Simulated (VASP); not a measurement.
All values below come from PBEsol GGA, VASP's PBE PAW potentials (set 64) (plane waves; VASP).

Input for VASP

POSCAR:
```
MgS
4.0294130
  0.9999999922   0.0000000000   0.0000000000
 -0.4999999961   0.8660252945   0.0000000000
  0.0000000000   0.0000000000   1.5909397955
Mg S
2 2
direct
  0.6666670000   0.3333330000   0.4961173176
  0.3333330000   0.6666670000   0.9961173176
  0.3333330000   0.6666670000   0.3788726824
  0.6666670000   0.3333330000   0.8788726824
```

File KPOINTS:
```
Automatic mesh
0
Gamma
8 8 5
0 0 0
```

### INCAR
```
# general
SYSTEM  = MgS
PREC    = Accurate
ENCUT   = 400   # plane-wave cut-off (eV)
LREAL   = .FALSE.   # projection in real space or not
LASPH   = .TRUE.
NBANDS  = 36

# electronic loop
EDIFF   = 1E-7   # SCF stop (eV)
NELM    = 100   # most electronic steps
ALGO    = Normal

# smearing
ISMEAR  = 0
SIGMA   = 0.01   # width (eV)

# functional
GGA     = PS   # PBEsol

# output
LWAVE   = .FALSE.
LCHARG  = .FALSE.
NEDOS   = 1001   # DOS grid

# other
LOPTICS = .TRUE.
CSHIFT  = 0.1
```

POTCAR, in this order: Mg S (PBE.64 set). Program: vasp_std.

### Question
Predict the energy per atom (σ→0).

### Answer

```yaml
energy per atom (σ→0): -4.468 eV/atom
```

### OSZICAR
```
...
DAV:  10    -0.178718004857E+02   -0.84348E-04   -0.16352E-03  2540   0.118E-01    0.535E-02
DAV:  11    -0.178718606395E+02   -0.60154E-04   -0.62728E-05  2512   0.234E-02    0.725E-02
DAV:  12    -0.178718604905E+02    0.14908E-06   -0.26349E-06  2552   0.637E-03    0.358E-02
DAV:  13    -0.178718602335E+02    0.25695E-06   -0.17985E-06  2596   0.404E-03    0.985E-03
DAV:  14    -0.178718603758E+02   -0.14233E-06   -0.65610E-08  2564   0.758E-04    0.411E-03
DAV:  15    -0.178718604172E+02   -0.41363E-07   -0.11549E-08  1428   0.351E-04
   1 F= -.17871860E+02 E0= -.17871860E+02  d E =-.241559E-11
 imaginary and real dielectric function
```

The structure comes from a computed database's MgS entry (P6_3mc); how it stands against other phases isn't given here. It was relaxed first.
